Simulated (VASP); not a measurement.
# Li3Nd (Fm-3m) in VASP: equation of state, part 2 of 2

VASP 6.6.1. Earlier steps stand in the parts before.

### Step 5. Equation of state, PBE, collinear spin, ferromagnetic start, 25.15 Å³/atom (volume scaled by 1.02)

Input file INCAR:

```
ALGO = Normal
EDIFF = 1E-7
ENCUT = 520
GGA = PE
ISIF = 2
ISMEAR = -1
ISPIN = 2
LASPH = True
LCHARG = False
LMAXMIX = 6
LORBIT = 11
LREAL = False
LWAVE = False
MAGMOM = 3 0 0 0
NBANDS = 24
NELM = 150
PREC = Accurate
SIGMA = 0.05
```

Input file KPOINTS:

```
k-points
0
Gamma
  6 6 6
```

Input file POSCAR:

```
Li3Nd
1.0
    0.0000000000      3.6912421912      3.6912421912
    3.6912421912      0.0000000000      3.6912421912
    3.6912421912      3.6912421912      0.0000000000
Nd Li
1 3
Direct
    0.0000000000      0.0000000000      0.0000000000
    0.5000000000      0.5000000000      0.5000000000
    0.7500000000      0.7500000000      0.7500000000
    0.2500000000      0.2500000000      0.2500000000
```

Command:

```console
$ cat potpaw_PBE.64/Nd/POTCAR potpaw_PBE.64/Li_sv/POTCAR > POTCAR
$ mpirun -np 1 vasp_std > vasp.out
```

It took 3.9 min on 1 thread of Intel Xeon Platinum 8375C at 2.90GHz (Ice Lake), shared host; peak memory 0.31 GiB.

Results (log left out):

| Property | Result |
| --- | --- |
| Free energy | -11.4625 eV |
| Band gap on the k mesh | none (metal or under the smearing width) |
| Net moment | 4.43 μB per cell |
| Site moments | Nd +3.39; Li +0.01, +0.02 μB |
| Valence electrons inside the program's atomic spheres | Nd 11.20; Li 2.07, 2.09 |

Caveat: the cutoff is under 1.25 times the usual one of these potentials, so pressure, stress and relaxed cells hold a basis-set (Pulay) error; the magnetic or orbital state may not be the lowest; spin-orbit coupling is left out, which moves the levels of the heavy elements; without U or exact exchange the open f shell lies at the Fermi level, which spoils levels, moments and volumes.

### Step 6. Equation of state, PBE, collinear spin, ferromagnetic start, 25.64 Å³/atom (volume scaled by 1.04)

Input file INCAR:

```
SYSTEM = Li3Nd
ALGO = Normal
EDIFF = 1E-7
ENCUT = 520
GGA = PE
ISIF = 2
ISMEAR = -1
ISPIN = 2
LASPH = .True.
LCHARG = .False.
LMAXMIX = 6
LORBIT = 11
LREAL = .False.
LWAVE = .False.
MAGMOM = 3 0 0 0
NBANDS = 24
NELM = 150
PREC = Accurate
SIGMA = 0.05
```

Input file KPOINTS:

```
k-points
0
Gamma
  6 6 6
  0 0 0
```

Input file POSCAR:

```
Li3Nd
1.0
    0.0000000000      3.7152119680      3.7152119680
    3.7152119680      0.0000000000      3.7152119680
    3.7152119680      3.7152119680      0.0000000000
Nd Li
1 3
Direct
    0.0000000000      0.0000000000      0.0000000000
    0.5000000000      0.5000000000      0.5000000000
    0.7500000000      0.7500000000      0.7500000000
    0.2500000000      0.2500000000      0.2500000000
```

Potentials or basis: VASP PAW PBE potentials, release 64 (Nd, Li_sv).

Command:

```console
$ cat potpaw_PBE.64/Nd/POTCAR potpaw_PBE.64/Li_sv/POTCAR > POTCAR
$ mpirun -np 1 vasp_std > vasp.out
```

It took 3.3 min on 1 thread of Intel Xeon Platinum 8375C at 2.90GHz (Ice Lake), shared host; peak memory 0.31 GiB.

Results (log left out):

* Free energy: -11.4732 eV
* Band gap on the k mesh: none (metal or under the smearing width)
* Net moment: 4.35 μB per cell
* Site moments: Nd +3.38; Li +0.00, +0.01 μB
* Valence electrons inside the program's atomic spheres: Nd 11.20; Li 2.07, 2.09

Caveat: the cutoff is under 1.25 times the usual one of these potentials, so pressure, stress and relaxed cells hold a basis-set (Pulay) error; the magnetic or orbital state may not be the lowest; spin-orbit coupling is left out, which moves the levels of the heavy elements; without U or exact exchange the open f shell lies at the Fermi level, which spoils levels, moments and volumes.

### Step 7. Equation of state, PBE, collinear spin, ferromagnetic start, 26.13 Å³/atom (volume scaled by 1.06)

Input file INCAR:

```
SYSTEM = Li3Nd
PREC     = Accurate       ! precision mode
ENCUT    = 520            ! plane-wave cutoff, eV
EDIFF    = 1E-7           ! SCF threshold, eV
ISMEAR   = -1             ! smearing method
SIGMA    = 0.05           ! smearing width, eV
LREAL    = .False.        ! projectors in reciprocal space
LASPH    = .True.         ! aspherical terms in the spheres
NELM     = 100            ! most SCF steps
ALGO     = Normal         ! electronic algorithm
ISIF     = 2              ! what is computed and relaxed
LWAVE    = .False.        ! write WAVECAR
LCHARG   = .False.        ! write CHGCAR
ISPIN    = 2              ! spin polarisation
MAGMOM   = 3 0 0 0        ! initial moments
LORBIT   = 11             ! projections on sites
LMAXMIX  = 6              ! l up to which the mixer works
GGA      = PE             ! functional
NBANDS   = 24             ! bands
```

Input file KPOINTS:

```
Automatic mesh
0
Gamma
  6 6 6
  0 0 0
```

Input file POSCAR:

```
Li3Nd
1.0
    0.0000000000      3.7388763765      3.7388763765
    3.7388763765      0.0000000000      3.7388763765
    3.7388763765      3.7388763765      0.0000000000
Nd Li
1 3
Direct
    0.0000000000      0.0000000000      0.0000000000
    0.5000000000      0.5000000000      0.5000000000
    0.7500000000      0.7500000000      0.7500000000
    0.2500000000      0.2500000000      0.2500000000
```

Command:

```console
$ cat potpaw_PBE.64/Nd/POTCAR potpaw_PBE.64/Li_sv/POTCAR > POTCAR
$ mpirun -np 1 vasp_std > vasp.out
```

Run time: 3.5 min. Hardware: 1 thread of Intel Xeon Platinum 8375C at 2.90GHz (Ice Lake), shared host; peak memory 0.31 GiB.

Results (log left out):

```yaml
Free_energy: -11.4800 eV
Band_gap_on_the_k_mesh: none (metal or under the smearing width)
Net_moment: 4.30 μB per cell
Site_moments: Nd +3.38; Li +0.00, +0.01 μB
Valence_electrons_inside_the_program's_atomic_spheres: Nd 11.20; Li 2.07, 2.08
```

Caveat: the cutoff is under 1.25 times the usual one of these potentials, so pressure, stress and relaxed cells hold a basis-set (Pulay) error; the magnetic or orbital state may not be the lowest; spin-orbit coupling is left out, which moves the levels of the heavy elements; without U or exact exchange the open f shell lies at the Fermi level, which spoils levels, moments and volumes.

### Step 8. Equation of state, PBE, collinear spin, ferromagnetic start

No new run: the results of the series are fitted here.

Results:

| Item | Value |
| --- | --- |
| Equilibrium volume | 26.95 Å³/atom (rough: see the caveat) |
| Bulk modulus | 13.8 GPa (rough) |

Energy against volume, from the lowest point:
```csv
volume (Å³/atom),energy (meV/atom)
23.175,24.67
23.668,18.01
24.161,12.51
24.654,8.04
25.147,4.38
25.640,1.70
26.133,0.00
```

Caveat: the cutoff is under 1.25 times the usual one of these potentials, so pressure, stress and relaxed cells hold a basis-set (Pulay) error; the fit is doubtful: noisy points or a state that changes with volume; the magnetic or orbital state may not be the lowest; the minimum lies outside the volumes run; spin-orbit coupling is left out, which moves the levels of the heavy elements; without U or exact exchange the open f shell lies at the Fermi level, which spoils levels, moments and volumes.
